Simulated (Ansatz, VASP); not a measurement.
One calculation of Y3Te, two programs

```
CELL_PARAMETERS angstrom
4.80686 0.00000 0.00000
0.00000 4.80686 0.00000
0.00000 0.00000 4.80686
ATOMIC_POSITIONS crystal
Y 0.00000 0.50000 0.50000
Y 0.50000 0.00000 0.50000
Y 0.50000 0.50000 0.00000
Te 0.00000 0.00000 0.00000
```

Alike in both runs: functional PBE; k mesh 10 × 10 × 10; occupations gaussian, width 0.1 eV; no spin polarisation.

Ansatz relaxed the structure, and its values are those at the end. VASP's run is a single point on that final structure, the one shown.

|  | VASP | Ansatz |
| --- | --- | --- |
| version | VASP 6.6.1 | Ansatz 0.2.0 |
| potentials or method | VASP PAW PBE potentials, release 64 (Y_sv, Te) | scalar-relativistic, plane waves, PAW |
| plane-wave cutoff (eV) | 520 | 420 |
| valence electrons in the cell | 39 | 49 |

```tsv
	VASP	Ansatz	Ansatz less VASP
gap on the k mesh at the Fermi level (eV)	none	none	-
pressure (GPa)	-0.1	0.0	+0.06
```

A gap of «none» marks a metal or a gap that the smearing closes. The functional is the same, so the differences come from potentials, cutoffs and numerics. The two sets of potentials don't hold the same shells in valence.

Spin-orbit coupling is left out, which matters for the levels of Te.
